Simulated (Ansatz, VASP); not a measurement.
## GaN: VASP beside Ansatz

One calculation is typed for both programs; each brings its own data sets. How far apart do they land? The cell is taken from a series of runs on this material, whose earlier steps may have relaxed, scaled, displaced or heated it; both programs get it as it stands.

Program: Ansatz 0.2.0. Level of theory: plane waves, with VASP 6.6.1 beside it; zone-centre phonons at PBE. Results are calculated unless marked as measured.

## Step 1: Starting point

The structure is hexagonal, space group P6_3mc (No. 186). Conventional cell: a = 3.197 Å, b = 3.197 Å, c = 5.208 Å, α = 90.00°, β = 90.00°, γ = 120.00°. Nearest to N lie 4 Ga at 1.95 to 1.96 Å. Nearest to Ga lie 4 N at 1.95 to 1.96 Å. Farther neighbours and most contacts between anions are not listed.

As a file:

```
N Ga
1.0
     3.19702    0.00000    0.00000
    -1.59851    2.76870    0.00000
     0.00000    0.00000    5.20840
N Ga
2 2
Direct
  0.33333 0.66667 0.37583
  0.66667 0.33333 0.87583
  0.33333 0.66667 0.99917
  0.66667 0.33333 0.49917
```

## Step 2: VASP: zone-centre phonons, PBE

Second derivatives magnify differences that forces hide, and they need a tight electronic threshold.

Lines of VASP's logs that name or quote its potential files are left out, and so is its time.

The input, INCAR:

```
SYSTEM = GaN
PREC = Accurate
ENCUT = 600
EDIFF = 1E-08
NELM = 120
ISMEAR = 0
SIGMA = 0.01
LREAL = .FALSE.
ALGO = Normal
GGA = PE
NBANDS = 24
LORBIT = 11
LWAVE = .FALSE.
LCHARG = .FALSE.
ISIF = 2
IBRION = 8
LEPSILON = .TRUE.
LASPH = .TRUE.
GGA_COMPAT = .FALSE.
EFERMI = MIDGAP
KPAR = 2
```

The input, POSCAR:

```
GaN
1.0
    3.1970168667      0.0000000000      0.0000000000
   -1.5985084334      2.7686978229      0.0000000000
    0.0000000000      0.0000000000      5.2084049974
N Ga
2 2
Direct
    0.3333333333      0.6666666667      0.3758320530
    0.6666666667      0.3333333333      0.8758320530
    0.3333333333      0.6666666667      0.9991679470
    0.6666666667      0.3333333333      0.4991679470
```

The input, KPOINTS:

```
Automatic mesh
0
Gamma
18 18 8
0 0 0
```

Potentials, in the order of the species: N and Ga_d (PBE family, release 64).

The run is started by

```bash
$ mpirun -np 2 vasp_std
```

Numbers of over 12 decimals in the logs are rounded to 6 here.

The log of the run:

```text
[banner, memory and clock lines left out]
running    2 mpi-ranks, on    1 nodes
 distrk:  each k-point on    1 cores,    2 groups
 distr:  one band on    1 cores,    1 groups

 POSCAR found type information on POSCAR N Ga
 POSCAR found :  2 types and       4 ions
 LDA part: xc-table for (Slater+PW92), standard interpolation
 POSCAR, INCAR and KPOINTS ok, starting setup
 FFT: planning ... GRIDC
 FFT: planning ... GRID_SOFT
 FFT: planning ... GRID
 WAVECAR not read
 entering main loop
       N       E                     dE             d eps       ncg     rms          rms(c)
DAV:   1     0.292511232920E+03    0.29251E+03   -0.19744E+04  9512   0.305E+03
DAV:   2     0.798103671061E+01   -0.28453E+03   -0.27198E+03  9784   0.553E+02
DAV:   3    -0.271601388285E+02   -0.35141E+02   -0.34768E+02 10704   0.153E+02
DAV:   4    -0.282878704452E+02   -0.11277E+01   -0.11257E+01 11128   0.309E+01
DAV:   5    -0.283084611699E+02   -0.20591E-01   -0.20583E-01 10808   0.372E+00    0.109E+01
DAV:   6    -0.242200905706E+02    0.40884E+01   -0.12634E+01 15240   0.534E+01    0.301E+00
DAV:   7    -0.243388096141E+02   -0.11872E+00   -0.16421E+00  9504   0.108E+01    0.269E+00
DAV:   8    -0.243367068979E+02    0.21027E-02   -0.20067E-01 13760   0.676E+00    0.796E-01
DAV:   9    -0.243188778296E+02    0.17829E-01   -0.80030E-02 15344   0.480E+00    0.339E-01
DAV:  10    -0.243197405372E+02   -0.86271E-03   -0.45915E-03 10056   0.676E-01    0.127E-01
DAV:  11    -0.243196216080E+02    0.11893E-03   -0.13486E-03 13360   0.646E-01    0.319E-02
DAV:  12    -0.243196352353E+02   -0.13627E-04   -0.14185E-04  9576   0.901E-02    0.219E-02
DAV:  13    -0.243196364319E+02   -0.11967E-05   -0.48202E-05 14408   0.102E-01    0.208E-02
DAV:  14    -0.243196355277E+02    0.90427E-06   -0.81575E-06 12976   0.315E-02    0.735E-03
DAV:  15    -0.243196355158E+02    0.11908E-07   -0.78417E-07 11064   0.622E-03    0.388E-03
DAV:  16    -0.243196355139E+02    0.18726E-08   -0.75873E-08 12640   0.239E-03
   1 F= -.24319636E+02 E0= -.24319636E+02  d E =0.000000E+00
 Linear response reoptimize wavefunctions to high precision
DAV:   1    -0.243196355539E+02   -0.39980E-07   -0.54236E-08 11680   0.237E-03
DAV:   2    -0.243196355553E+02   -0.14352E-08   -0.14155E-08  8912   0.852E-04
DAV:   3    -0.243196355553E+02   -0.24556E-10   -0.12337E-10  5360   0.948E-05
 Linear response G [H, r] |phi>, progress :
  Direction:   1
       N       E                     dE             d eps       ncg     rms
RMM:   1    -0.886186168377E+02   -0.88619E+02    0.12050E+02 10585   0.341E+02
 LRF_COMMUTATOR internal error: the vector H(1)-e(1) S(1) |phi(0)> is not orthog
 onal to |phi(0)> (-1.040570083346085E-004,8.164476039684843E-015)
 LRF_COMMUTATOR internal error: the vector H(1)-e(1) S(1) |phi(0)> is not orthog
 onal to |phi(0)> (1.040570082131986E-004,-5.273559366969494E-015)
RMM:   2    -0.851427068190E+02    0.34759E+01   -0.25609E+02 16320   0.840E+01
 LRF_COMMUTATOR internal error: the vector H(1)-e(1) S(1) |phi(0)> is not orthog
 onal to |phi(0)> (-1.040570083295431E-004,6.044643952041184E-015)
 LRF_COMMUTATOR internal error: the vector H(1)-e(1) S(1) |phi(0)> is not orthog
 onal to |phi(0)> (1.040570082103953E-004,-1.838806884535416E-016)
RMM:   3    -0.884164969369E+02   -0.32738E+01   -0.20413E+01 17971   0.272E+01
RMM:   4    -0.886037992691E+02   -0.18730E+00   -0.17590E+00 18582   0.658E+00
RMM:   5    -0.886212957551E+02   -0.17496E-01   -0.17509E-01 18749   0.187E+00
RMM:   6    -0.886221405310E+02   -0.84478E-03   -0.33307E-02 18867   0.661E-01
RMM:   7    -0.886219463732E+02    0.19416E-03   -0.72613E-03 19145   0.237E-01
RMM:   8    -0.886217491321E+02    0.19724E-03   -0.16807E-03 19236   0.934E-02
RMM:   9    -0.886216661989E+02    0.82933E-04   -0.21940E-04 19472   0.376E-02
RMM:  10    -0.886216682866E+02   -0.20877E-05   -0.12706E-04 19273   0.161E-02
RMM:  11    -0.886216618910E+02    0.63956E-05   -0.37610E-05 18921   0.723E-03
RMM:  12    -0.886216629753E+02   -0.10843E-05   -0.43835E-05 17970   0.369E-03
RMM:  13    -0.886216588804E+02    0.40949E-05   -0.19408E-06 17173   0.215E-03
RMM:  14    -0.886216601782E+02   -0.12978E-05   -0.14142E-05 15710   0.154E-03
RMM:  15    -0.886216594601E+02    0.71817E-06   -0.11548E-05 13716   0.128E-03
RMM:  16    -0.886216590899E+02    0.37021E-06    0.25173E-06 12462   0.118E-03
RMM:  17    -0.886216595220E+02   -0.43218E-06   -0.36810E-05 11289   0.112E-03
RMM:  18    -0.886216589149E+02    0.60716E-06   -0.10292E-05 10356   0.111E-03
RMM:  19    -0.886216594777E+02   -0.56284E-06   -0.31707E-05  9662   0.110E-03
 Linear response G [H, r] |phi>, progress :
  Direction:   2
       N       E                     dE             d eps       ncg     rms
RMM:   1    -0.861654656865E+02   -0.86165E+02    0.46295E+01 10726   0.332E+02
 LRF_COMMUTATOR internal error: the vector H(1)-e(1) S(1) |phi(0)> is not orthog
 onal to |phi(0)> (-1.040570094118717E-004,6.294444132581845E-015)
[...]
RMM:   4    -0.657744175245E+00   -0.37107E-01   -0.11634E-02 65519   0.778E-01    0.614E-02
RMM:   5    -0.657844731413E+00   -0.10056E-03   -0.83306E-04 68003   0.186E-01    0.434E-02
RMM:   6    -0.658870497665E+00   -0.10258E-02   -0.15838E-04 66233   0.705E-02    0.983E-03
RMM:   7    -0.659462593456E+00   -0.59210E-03   -0.24439E-05 68267   0.225E-02    0.455E-03
[...]
RMM:   9    -0.233929382286E+00   -0.20434E-06    0.27934E-09129651   0.327E-04    0.288E-05
RMM:  10    -0.233928726210E+00    0.65608E-06    0.14615E-09125512   0.118E-04    0.440E-06
RMM:  11    -0.233928783407E+00   -0.57196E-07    0.65641E-09129252   0.386E-05    0.178E-06
RMM:  12    -0.233928748432E+00    0.34975E-07    0.35729E-09128213   0.159E-05    0.543E-07
RMM:  13    -0.233928758643E+00   -0.10211E-07    0.85956E-11119417   0.738E-06    0.148E-07
RMM:  14    -0.233928757752E+00    0.89113E-09    0.89904E-10 90373   0.468E-06    0.894E-08
 first order change of Fermi-energy  -0.21011E+00
 force on displaced ion       1 direction 1 : -12.967   0.000   0.000
 Born effective charge ion    1 direction 1 :  -2.622   0.000  -0.000
 Linear response progress:
  Degree of freedom:   2/  4
       N       E                     dE             d eps       ncg     rms          rms(c)
RMM:   1    -0.249963556661E+00   -0.24996E+00    0.18422E-01 33079   0.336E+00
RMM:   2    -0.246172890907E+00    0.37907E-02   -0.18301E-02 21600   0.114E+00    0.137E-01
RMM:   3    -0.246864229691E+00   -0.69134E-03   -0.23889E-03 23509   0.388E-01    0.642E-02
RMM:   4    -0.247866874220E+00   -0.10026E-02   -0.50128E-04 24524   0.158E-01    0.192E-02
RMM:   5    -0.248055951806E+00   -0.18908E-03   -0.54589E-05 25472   0.468E-02    0.802E-03
RMM:   6    -0.248106241730E+00   -0.50290E-04   -0.53575E-07 25446   0.155E-02    0.192E-03
RMM:   7    -0.248100663947E+00    0.55778E-05   -0.17107E-06 23723   0.559E-03    0.807E-04
RMM:   8    -0.248094533384E+00    0.61306E-05    0.90546E-07 24366   0.221E-03    0.269E-04
RMM:   9    -0.248093056374E+00    0.14770E-05    0.11247E-06 23812   0.977E-04    0.473E-05
RMM:  10    -0.248092961057E+00    0.95317E-07    0.22606E-07 25146   0.362E-04    0.175E-05
RMM:  11    -0.248093085264E+00   -0.12421E-06    0.67542E-08 26118   0.130E-04    0.648E-06
RMM:  12    -0.248093129277E+00   -0.44014E-07    0.59606E-08 24793   0.423E-05    0.258E-06
RMM:  13    -0.248093125593E+00    0.36848E-08    0.11337E-08 25998   0.177E-05    0.808E-07
 first order change of Fermi-energy  -0.19926E+00
 force on displaced ion       1 direction 3 :   0.000  -0.000 -17.234
 Born effective charge ion    1 direction 3 :   0.000   0.000  -2.763
 Linear response progress:
  Degree of freedom:   3/  4
       N       E                     dE             d eps       ncg     rms          rms(c)
RMM:   1    -0.162040989128E+00   -0.16204E+00    0.22706E-01 83555   0.792E+00
RMM:   2    -0.159934315809E+00    0.21067E-02   -0.45718E-02119471   0.163E+00    0.548E-02
RMM:   3    -0.160028251212E+00   -0.93935E-04   -0.31101E-03125246   0.403E-01    0.341E-02
RMM:   4    -0.159701493422E+00    0.32676E-03   -0.36981E-04128164   0.133E-01    0.527E-03
RMM:   5    -0.159672657139E+00    0.28836E-04   -0.95786E-05133359   0.448E-02    0.234E-03
RMM:   6    -0.159669417570E+00    0.32396E-05   -0.54372E-05132564   0.174E-02    0.625E-04
RMM:   7    -0.159668123677E+00    0.12939E-05   -0.21400E-05135671   0.724E-03    0.322E-04
RMM:   8    -0.159669114409E+00   -0.99073E-06   -0.15090E-05134014   0.327E-03    0.301E-05
RMM:   9    -0.159668285062E+00    0.82935E-06   -0.71890E-06136769   0.157E-03    0.223E-05
RMM:  10    -0.159668243648E+00    0.41414E-07   -0.51700E-06135521   0.819E-04    0.591E-06
RMM:  11    -0.159668003817E+00    0.23983E-06   -0.31096E-06136439   0.455E-04    0.558E-06
RMM:  12    -0.159667873796E+00    0.13002E-06   -0.18878E-06135989   0.268E-04    0.219E-06
RMM:  13    -0.159667854505E+00    0.19291E-07   -0.15453E-06135381   0.164E-04    0.104E-06
RMM:  14    -0.159667742710E+00    0.11179E-06   -0.42940E-07134040   0.105E-04    0.842E-07
RMM:  15    -0.159667786395E+00   -0.43685E-07   -0.84218E-07132380   0.700E-05    0.129E-06
RMM:  16    -0.159667710715E+00    0.75680E-07   -0.11538E-07121631   0.479E-05    0.178E-06
RMM:  17    -0.159667751280E+00   -0.40565E-07   -0.52534E-07 94846   0.329E-05    0.223E-06
RMM:  18    -0.159667699189E+00    0.52091E-07    0.63280E-09100613   0.240E-05    0.122E-06
RMM:  19    -0.159667732050E+00   -0.32861E-07   -0.32359E-07 81705   0.175E-05    0.194E-06
RMM:  20    -0.159667698880E+00    0.33170E-07    0.71135E-09 73311   0.132E-05    0.188E-06
RMM:  21    -0.159667715286E+00   -0.16406E-07   -0.15760E-07 70544   0.104E-05    0.195E-06
RMM:  22    -0.159667703653E+00    0.11633E-07   -0.43283E-08 67837   0.838E-06    0.204E-06
 first order change of Fermi-energy  -0.34908E+00
 force on displaced ion       3 direction 1 : -12.758   0.000  -0.000
 Born effective charge ion    3 direction 1 :   2.622  -0.000   0.000
 Linear response progress:
  Degree of freedom:   4/  4
       N       E                     dE             d eps       ncg     rms          rms(c)
RMM:   1    -0.176297925338E+00   -0.17630E+00    0.25084E-01 17123   0.808E+00
RMM:   2    -0.173551808516E+00    0.27461E-02   -0.59893E-02 23835   0.165E+00    0.863E-02
RMM:   3    -0.172152363380E+00    0.13994E-02   -0.41596E-03 25574   0.428E-01    0.434E-02
RMM:   4    -0.171725820905E+00    0.42654E-03   -0.93277E-04 26050   0.143E-01    0.197E-02
RMM:   5    -0.171513548971E+00    0.21227E-03   -0.44653E-05 26076   0.601E-02    0.520E-03
RMM:   6    -0.171538831063E+00   -0.25282E-04   -0.25084E-04 25687   0.222E-02    0.322E-03
RMM:   7    -0.171529774346E+00    0.90567E-05   -0.50624E-05 26614   0.841E-03    0.894E-04
RMM:   8    -0.171529729496E+00    0.44851E-07   -0.13412E-05 25766   0.339E-03    0.215E-04
RMM:   9    -0.171529290130E+00    0.43937E-06    0.63162E-06 27081   0.151E-03    0.728E-05
RMM:  10    -0.171530724196E+00   -0.14341E-05   -0.45344E-06 26182   0.701E-04    0.317E-05
RMM:  11    -0.171530179338E+00    0.54486E-06    0.60544E-07 27588   0.325E-04    0.866E-06
RMM:  12    -0.171530285431E+00   -0.10609E-06   -0.27044E-07 25394   0.155E-04    0.317E-06
RMM:  13    -0.171530209843E+00    0.75588E-07    0.66532E-07 27193   0.808E-05    0.172E-06
RMM:  14    -0.171530326934E+00   -0.11709E-06   -0.44910E-07 26705   0.431E-05    0.527E-07
RMM:  15    -0.171530295609E+00    0.31325E-07   -0.15129E-07 26342   0.246E-05    0.340E-07
RMM:  16    -0.171530291188E+00    0.44207E-08   -0.75237E-08 23294   0.152E-05    0.103E-07
 first order change of Fermi-energy   0.19911E+00
 force on displaced ion       3 direction 3 :   0.000  -0.000 -19.422
 Born effective charge ion    3 direction 3 :   0.000   0.000   2.763
 Born effective charges drift removed
 Linear response finished
```

(Continued in part 2 of 3.)

[Lines on the potential files, build, host, timing and source positions are cut from VASP's logs without a mark.]

[Logs are printed without paths, hosts, clocks, repeated set-up lines and the standing remarks that a program may print on its own settings, such as how far it seeks lower states.]

[Hosts, paths, dates, database ids (printed as entryN), source tags and the programs' standing remarks are cut or masked in the printed files.]
